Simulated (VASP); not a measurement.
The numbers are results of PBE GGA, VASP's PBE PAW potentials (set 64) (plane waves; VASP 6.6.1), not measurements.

The input files of a VASP run:

INCAR:
```
ALGO = Normal
EDIFF = 1E-6
ENCUT = 300
GGA = PE
ISIF = 2
ISMEAR = 1
LASPH = .True.
LCHARG = .False.
LMAXMIX = 4
LORBIT = 11
LREAL = .False.
LWAVE = .False.
NEDOS = 601
NELM = 100
PREC = Accurate
SIGMA = 0.1
SYSTEM = Nb3Sn
```

File KPOINTS:
```
K-points
0
gamma
 6 6 6
0 0 0
```

**POSCAR**
```
Nb3Sn
1
    5.3016640000     0.0000000000     0.0000000000
    0.0000000000     5.3016640000     0.0000000000
    0.0000000000     0.0000000000     5.3016640000
Nb Sn
6 2
Direct
  0.2500000000   0.0000000000   0.5000000000
  0.7500000000   0.0000000000   0.5000000000
  0.5000000000   0.7500000000   0.0000000000
  0.5000000000   0.2500000000   0.0000000000
  0.0000000000   0.5000000000   0.7500000000
  0.0000000000   0.5000000000   0.2500000000
  0.0000000000   0.0000000000   0.0000000000
  0.5000000000   0.5000000000   0.5000000000
```

POTCAR, in this order: Nb_sv Sn_d (PBE.64 set). Program: vasp_std.

What VASP printed:

File OSZICAR:
```
       N       E                     dE             d eps       ncg     rms          rms(c)
DAV:   1     0.131006580307E+04    0.13101E+04   -0.39069E+04  2677   0.160E+03
DAV:   2     0.122211939785E+03   -0.11879E+04   -0.11613E+04  2605   0.622E+02
DAV:   3    -0.540787576637E+02   -0.17629E+03   -0.16953E+03  3499   0.198E+02
DAV:   4    -0.722974439744E+02   -0.18219E+02   -0.17830E+02  3944   0.584E+01
DAV:   5    -0.733808026528E+02   -0.10834E+01   -0.10768E+01  4488   0.128E+01    0.183E+01
DAV:   6    -0.706084954836E+02    0.27723E+01   -0.75827E+00  3384   0.132E+01    0.617E+00
DAV:   7    -0.703241903708E+02    0.28431E+00   -0.17965E+00  3912   0.634E+00    0.250E+00
DAV:   8    -0.703133348475E+02    0.10856E-01   -0.17326E-01  3680   0.202E+00    0.794E-01
DAV:   9    -0.703129421700E+02    0.39268E-03   -0.26526E-02  3528   0.818E-01    0.324E-01
DAV:  10    -0.703130636658E+02   -0.12150E-03   -0.48662E-03  4096   0.355E-01    0.379E-02
DAV:  11    -0.703130251184E+02    0.38547E-04   -0.37060E-04  3784   0.959E-02    0.246E-02
DAV:  12    -0.703130118794E+02    0.13239E-04   -0.26105E-05  3896   0.253E-02    0.505E-03
DAV:  13    -0.703130105011E+02    0.13783E-05   -0.17002E-06  2168   0.668E-03    0.246E-03
DAV:  14    -0.703130097256E+02    0.77548E-06   -0.42441E-07  1984   0.477E-03
   1 F= -.70313010E+02 E0= -.70310697E+02  d E =-.693805E-02
```

OUTCAR:
```
------------------------ aborting loop because EDIFF is reached ----------------------------------------
  FORCE on cell =-STRESS in cart. coord.  units (eV):
  Direction    XX          YY          ZZ          XY          YZ          ZX
  --------------------------------------------------------------------------------------
  Total        0.5427728      0.5427728      0.5427728      0.0000000      0.0000000     -0.0000000
  in kB        5.8356883      5.8356883      5.8356883      0.0000000      0.0000000     -0.0000000
  external PRESSURE =       5.8356883 kB  Pullay stress =       0.0000000 kB
  volume of cell :      149.02
      direct lattice vectors                 reciprocal lattice vectors
     5.301664000  0.000000000  0.000000000     0.188620026  0.000000000  0.000000000
     0.000000000  5.301664000  0.000000000     0.000000000  0.188620026  0.000000000
     0.000000000  0.000000000  5.301664000     0.000000000  0.000000000  0.188620026
 POSITION                                       TOTAL-FORCE (eV/Angst)
 -----------------------------------------------------------------------------------
      1.32542      0.00000      2.65083         0.000000     -0.000000     -0.000000
      3.97625      0.00000      2.65083        -0.000000      0.000000      0.000000
      2.65083      3.97625      0.00000        -0.000000      0.000000     -0.000000
      2.65083      1.32542      0.00000        -0.000000     -0.000000      0.000000
      0.00000      2.65083      3.97625         0.000000      0.000000     -0.000000
      0.00000      2.65083      1.32542        -0.000000      0.000000     -0.000000
      0.00000      0.00000      0.00000        -0.000000     -0.000000     -0.000000
      2.65083      2.65083      2.65083        -0.000000     -0.000000     -0.000000
 -----------------------------------------------------------------------------------
    total drift:                                0.000000      0.000000      0.000000
  FREE ENERGIE OF THE ION-ELECTRON SYSTEM (eV)
  ---------------------------------------------------
  free  energy   TOTEN  =       -70.3130097256 eV

  energy  without entropy=      -70.3060716763  energy(sigma->0) =      -70.31069704

 total charge

# of ion       s       p       d       tot
------------------------------------------
    1        2.178   5.994   2.527  10.699
    2        2.178   5.994   2.527  10.699
    3        2.178   5.994   2.527  10.699
    4        2.178   5.994   2.527  10.699
    5        2.178   5.994   2.527  10.699
    6        2.178   5.994   2.527  10.699
    7        1.087   1.444  10.045  12.576
    8        1.087   1.444  10.045  12.576
--------------------------------------------------
tot         15.244  38.851  35.250  89.345
```
(Selected blocks of OUTCAR.)

**OUTCAR**
```
 val. band max:       11.2951032992   @ k =   0.1667   0.0000   0.0000

 cond. band min:      11.3044818968   @ k =   0.1667   0.0000   0.0000


 Fermi energy:        11.3030053500

 k-point     1 :       0.0000    0.0000    0.0000
  band No.  band energies     occupation
      1     -43.2651      2.00000
      2     -43.1951      2.00000
      3     -43.1951      2.00000
      4     -42.9795      2.00000
      5     -42.9795      2.00000
      6     -42.9795      2.00000
      7     -20.1777      2.00000
      8     -20.1777      2.00000
      9     -20.0342      2.00000
     10     -19.4780      2.00000
     11     -19.4780      2.00000
     12     -19.4780      2.00000
     13     -19.1319      2.00000
     14     -19.1319      2.00000
     15     -19.1319      2.00000
     16     -19.1135      2.00000
     17     -19.1135      2.00000
     18     -19.1135      2.00000
     19     -19.0221      2.00000
     20     -19.0221      2.00000
     21     -19.0221      2.00000
     22     -18.4359      2.00000
     23     -18.4359      2.00000
     24     -18.4359      2.00000
     25      -9.4807      2.00000
     26      -9.4807      2.00000
     27      -9.4668      2.00000
     28      -9.4668      2.00000
     29      -9.4419      2.00000
     30      -9.4419      2.00000
     31      -9.4419      2.00000
     32      -9.4376      2.00000
     33      -9.4376      2.00000
     34      -9.4376      2.00000
     35       2.0826      2.00000
     36       3.5832      2.00000
     37       7.7314      2.00000
     38       7.7314      2.00000
     39       7.7314      2.00000
     40       8.0970      2.00000
     41       8.0970      2.00000
     42       8.0970      2.00000
     43       8.5177      2.00000
     44       8.5177      2.00000
     45       9.0045      2.00000
     46       9.4730      2.00000
     47       9.4730      2.00000
     48       9.4730      2.00000
     49       9.9485      2.00000
     50      10.7623      2.00000
     51      10.7623      2.00000
...
```

At this cut-off the stress carries a Pulay error, which pulls relaxed volumes low.  Unless said otherwise, spin-orbit coupling is left out, though it shifts the bands of the heavy elements here.

The structure comes from a computed database's Nb3Sn entry; how it stands against other phases isn't given here. The cell was not relaxed at this level. The run is one of a series of settings (NEDOS = 601, KPOINTS 6×6×6 Γ-centred mesh against the base run), some of them coarse on purpose.
